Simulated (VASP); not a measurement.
OSZICAR of a VASP run on Au:

File OSZICAR:
```
...
DAV:  10    -0.205743989153E+03    0.10885E+01   -0.18816E-02   856   0.142E+00    0.106E-01
DAV:  11    -0.203798269821E+03    0.19457E+01   -0.64054E-02   832   0.248E+00    0.437E-01
DAV:  12    -0.203574094213E+03    0.22418E+00   -0.13051E-03   964   0.342E-01    0.350E-01
DAV:  13    -0.203498733845E+03    0.75360E-01   -0.25470E-04   888   0.142E-01    0.312E-01
DAV:  14    -0.201264781054E+03    0.22340E+01   -0.26223E-01   842   0.479E+00    0.151E-01
DAV:  15    -0.201237580295E+03    0.27201E-01   -0.18201E-02   882   0.122E+00    0.223E-01
DAV:  16    -0.201273020556E+03   -0.35440E-01   -0.22026E-03   860   0.446E-01    0.288E-01
DAV:  17    -0.201264179366E+03    0.88412E-02   -0.16547E-04   886   0.127E-01    0.271E-01
DAV:  18    -0.201245945511E+03    0.18234E-01   -0.22232E-04   860   0.141E-01    0.242E-01
DAV:  19    -0.201239340841E+03    0.66047E-02   -0.72649E-04   832   0.256E-01    0.152E-01
DAV:  20    -0.201285770224E+03   -0.46429E-01   -0.41353E-02   832   0.182E+00    0.490E-01
DAV:  21    -0.201273842675E+03    0.11928E-01   -0.43545E-04   938   0.142E-01    0.459E-01
DAV:  22    -0.201237833984E+03    0.36009E-01   -0.98907E-04   832   0.266E-01    0.376E-01
DAV:  23    -0.201302538793E+03   -0.64705E-01   -0.38559E-03   832   0.511E-01    0.574E-01
DAV:  24    -0.201293888537E+03    0.86503E-02   -0.14908E-04   844   0.962E-02    0.568E-01
DAV:  25    -0.201266658811E+03    0.27230E-01   -0.12137E-03   838   0.273E-01    0.372E-01
DAV:  26    -0.201537088924E+03   -0.27043E+00   -0.72067E-02   864   0.200E+00    0.738E-01
DAV:  27    -0.201557603839E+03   -0.20515E-01   -0.57965E-03   914   0.529E-01    0.815E-01
DAV:  28    -0.201549445731E+03    0.81581E-02   -0.21475E-04   886   0.112E-01    0.787E-01
DAV:  29    -0.201551448121E+03   -0.20024E-02   -0.22730E-05   654   0.358E-02    0.797E-01
DAV:  30    -0.201567077661E+03   -0.15630E-01   -0.62743E-04   840   0.195E-01    0.844E-01
DAV:  31    -0.201563388454E+03    0.36892E-02   -0.14663E-04   864   0.881E-02    0.849E-01
DAV:  32    -0.201562606936E+03    0.78152E-03   -0.59798E-05   862   0.612E-02    0.839E-01
DAV:  33    -0.201562315662E+03    0.29127E-03   -0.20845E-05   592   0.341E-02    0.834E-01
DAV:  34    -0.201576709985E+03   -0.14394E-01   -0.11915E-03   856   0.262E-01    0.882E-01
DAV:  35    -0.201572918937E+03    0.37910E-02   -0.41714E-04   858   0.146E-01    0.810E-01
DAV:  36    -0.201582449821E+03   -0.95309E-02   -0.66601E-04   856   0.211E-01    0.735E-01
DAV:  37    -0.201585603900E+03   -0.31541E-02   -0.10056E-03   840   0.266E-01    0.692E-01
DAV:  38    -0.201585226972E+03    0.37693E-03   -0.28994E-05   724   0.423E-02    0.676E-01
DAV:  39    -0.201588682175E+03   -0.34552E-02   -0.37973E-04   866   0.161E-01    0.585E-01
DAV:  40    -0.201590271651E+03   -0.15895E-02   -0.53477E-04   864   0.193E-01    0.455E-01
DAV:  41    -0.201590346089E+03   -0.74438E-04   -0.15923E-04   880   0.880E-02    0.385E-01
DAV:  42    -0.201595805306E+03   -0.54592E-02   -0.46248E-03   840   0.553E-01    0.343E-01
DAV:  43    -0.201594958392E+03    0.84691E-03   -0.13174E-04   838   0.866E-02    0.304E-01
DAV:  44    -0.201595245477E+03   -0.28709E-03   -0.19481E-03   832   0.387E-01    0.247E-01
DAV:  45    -0.201595202663E+03    0.42814E-04   -0.37353E-05   786   0.483E-02    0.228E-01
DAV:  46    -0.201595589811E+03   -0.38715E-03   -0.11632E-03   832   0.307E-01    0.170E-01
DAV:  47    -0.201595157335E+03    0.43248E-03   -0.43820E-05   822   0.594E-02    0.133E-01
DAV:  48    -0.201594499428E+03    0.65791E-03   -0.34330E-04   832   0.167E-01    0.660E-02
DAV:  49    -0.201594462754E+03    0.36674E-04   -0.89591E-05   868   0.627E-02    0.333E-02
DAV:  50    -0.201594508005E+03   -0.45251E-04   -0.12834E-03   832   0.331E-01    0.407E-02
DAV:  51    -0.201594145278E+03    0.36273E-03   -0.14613E-03   832   0.366E-01    0.424E-02
DAV:  52    -0.201595458488E+03   -0.13132E-02   -0.12890E-03   832   0.335E-01    0.642E-02
DAV:  53    -0.201594989256E+03    0.46923E-03   -0.18143E-05   662   0.352E-02    0.707E-02
DAV:  54    -0.201595304159E+03   -0.31490E-03   -0.24510E-04   832   0.161E-01    0.633E-02
DAV:  55    -0.201595708446E+03   -0.40429E-03   -0.10883E-04   832   0.111E-01    0.618E-02
DAV:  56    -0.201595297956E+03    0.41049E-03   -0.51373E-05   776   0.759E-02    0.430E-02
DAV:  57    -0.201595263038E+03    0.34918E-04   -0.22366E-06   472   0.137E-02    0.444E-02
DAV:  58    -0.201595415630E+03   -0.15259E-03   -0.63560E-05   808   0.843E-02    0.466E-02
DAV:  59    -0.201596211196E+03   -0.79557E-03   -0.72477E-04   832   0.265E-01    0.491E-02
DAV:  60    -0.201597032770E+03   -0.82157E-03   -0.25557E-04   840   0.162E-01    0.493E-02
DAV:  61    -0.201595257064E+03    0.17757E-02   -0.12337E-03   832   0.369E-01    0.445E-02
DAV:  62    -0.201594897117E+03    0.35995E-03   -0.28323E-05   688   0.482E-02    0.421E-02
DAV:  63    -0.201595329846E+03   -0.43273E-03   -0.87703E-05   832   0.890E-02    0.381E-02
DAV:  64    -0.201596468586E+03   -0.11387E-02   -0.11131E-04   832   0.105E-01    0.296E-02
DAV:  65    -0.201596495607E+03   -0.27020E-04   -0.62342E-05   824   0.928E-02    0.275E-02
DAV:  66    -0.201595527597E+03    0.96801E-03   -0.79916E-04   832   0.271E-01    0.212E-02
DAV:  67    -0.201595555568E+03   -0.27972E-04   -0.54671E-06   590   0.151E-02    0.212E-02
DAV:  68    -0.201595541987E+03    0.13582E-04   -0.44443E-07   458   0.393E-03    0.213E-02
DAV:  69    -0.201595531938E+03    0.10049E-04   -0.49782E-07   436   0.705E-03    0.214E-02
DAV:  70    -0.201595654656E+03   -0.12272E-03   -0.12576E-04   832   0.120E-01    0.229E-02
DAV:  71    -0.201593289350E+03    0.23653E-02   -0.39405E-03   832   0.552E-01    0.109E-02
DAV:  72    -0.201593454427E+03   -0.16508E-03   -0.29670E-04   832   0.165E-01    0.127E-02
DAV:  73    -0.201594047928E+03   -0.59350E-03   -0.97406E-05   832   0.952E-02    0.117E-02
DAV:  74    -0.201594547965E+03   -0.50004E-03   -0.57459E-06   582   0.209E-02    0.109E-02
DAV:  75    -0.201594747384E+03   -0.19942E-03   -0.83397E-06   568   0.275E-02    0.109E-02
DAV:  76    -0.201594320868E+03    0.42652E-03   -0.10583E-04   832   0.100E-01    0.101E-02
DAV:  77    -0.201594220248E+03    0.10062E-03   -0.23184E-06   488   0.138E-02    0.984E-03
DAV:  78    -0.201594335659E+03   -0.11541E-03   -0.99572E-07   436   0.105E-02    0.970E-03
DAV:  79    -0.201594367116E+03   -0.31457E-04   -0.22213E-06   526   0.150E-02    0.939E-03
DAV:  80    -0.201594387103E+03   -0.19987E-04   -0.16770E-07   432   0.383E-03    0.932E-03
DAV:  81    -0.201594150922E+03    0.23618E-03   -0.14244E-05   568   0.385E-02    0.838E-03
DAV:  82    -0.201594142841E+03    0.80813E-05   -0.99439E-07   436   0.800E-03
   1 F= -.20159414E+03 E0= -.20159427E+03  d E =-.201594E+03
       N       E                     dE             d eps       ncg     rms          rms(c)
DAV:   1    -0.201593391404E+03    0.75952E-03   -0.51418E-01   832   0.375E+00    0.121E-01
DAV:   2    -0.201595505635E+03   -0.21142E-02   -0.76912E-03   842   0.607E-01    0.521E-02
DAV:   3    -0.201596598390E+03   -0.10928E-02   -0.13785E-03   832   0.306E-01    0.341E-02
DAV:   4    -0.201596527053E+03    0.71338E-04   -0.66397E-04   836   0.208E-01    0.217E-02
DAV:   5    -0.201596789543E+03   -0.26249E-03   -0.27604E-04   832   0.140E-01    0.159E-02
DAV:   6    -0.201597243482E+03   -0.45394E-03   -0.11441E-04   832   0.106E-01    0.134E-02
DAV:   7    -0.201598385651E+03   -0.11422E-02   -0.47346E-04   832   0.216E-01    0.126E-02
DAV:   8    -0.201599308980E+03   -0.92333E-03   -0.88758E-04   832   0.316E-01    0.756E-03
DAV:   9    -0.201600105373E+03   -0.79639E-03   -0.62376E-04   832   0.202E-01    0.319E-03
DAV:  10    -0.201600260224E+03   -0.15485E-03   -0.42664E-05   736   0.644E-02    0.257E-03
DAV:  11    -0.201600232393E+03    0.27831E-04   -0.29188E-05   664   0.513E-02    0.187E-03
DAV:  12    -0.201600276613E+03   -0.44220E-04   -0.18844E-05   616   0.385E-02    0.109E-03
DAV:  13    -0.201600260629E+03    0.15984E-04   -0.63130E-06   576   0.253E-02    0.812E-04
DAV:  14    -0.201600268984E+03   -0.83546E-05   -0.11015E-05   576   0.324E-02
   2 F= -.20160027E+03 E0= -.20160050E+03  d E =-.612614E-02
       N       E                     dE             d eps       ncg     rms          rms(c)
DAV:   1    -0.201600257715E+03    0.29142E-05   -0.33868E-04   832   0.103E-01    0.271E-03
DAV:   2    -0.201600298181E+03   -0.40466E-04   -0.73790E-06   568   0.260E-02    0.118E-03
DAV:   3    -0.201600289379E+03    0.88019E-05   -0.23428E-06   536   0.152E-02    0.737E-04
DAV:   4    -0.201600298820E+03   -0.94415E-05   -0.13292E-06   502   0.121E-02
   3 F= -.20160030E+03 E0= -.20160053E+03  d E =-.615598E-02
       N       E                     dE             d eps       ncg     rms          rms(c)
DAV:   1    -0.201600323727E+03   -0.34348E-04   -0.47000E-02   832   0.115E+00    0.350E-02
DAV:   2    -0.201600347506E+03   -0.23779E-04   -0.67533E-04   860   0.178E-01    0.163E-02
DAV:   3    -0.201600469109E+03   -0.12160E-03   -0.90889E-05   840   0.735E-02    0.123E-02
DAV:   4    -0.201600478787E+03   -0.96783E-05   -0.16954E-05   644   0.285E-02
   4 F= -.20160048E+03 E0= -.20160072E+03  d E =-.179967E-03
       N       E                     dE             d eps       ncg     rms          rms(c)
DAV:   1    -0.201599326718E+03    0.11424E-02   -0.42271E-01   832   0.346E+00    0.105E-01
DAV:   2    -0.201599703128E+03   -0.37641E-03   -0.59536E-03   870   0.519E-01    0.483E-02
DAV:   3    -0.201600724568E+03   -0.10214E-02   -0.76555E-04   870   0.203E-01    0.365E-02
DAV:   4    -0.201600712424E+03    0.12144E-04   -0.14675E-04   890   0.822E-02    0.154E-02
DAV:   5    -0.201600847454E+03   -0.13503E-03   -0.52740E-05   784   0.474E-02    0.826E-03
DAV:   6    -0.201600855001E+03   -0.75473E-05   -0.70036E-06   536   0.213E-02
   5 F= -.20160086E+03 E0= -.20160111E+03  d E =-.556181E-03
```

Question: Which electronic solver shows in the log?

Answer: It is blocked Davidson (ALGO = Normal, or the opening steps of other solvers). The INCAR had ALGO = Normal.

Question: Can the final energy be trusted as converged?

Answer: The run converged. It stopped with EDIFF = 1E-5, NELM = 100, NSW = 50 and EDIFFG = -0.03 after 5 ionic steps (r2SCAN meta-GGA, plane waves, VASP's PBE PAW potentials (set 64)).

The cell is a thin slab with vacuum, built from Au (fcc): (111) face.
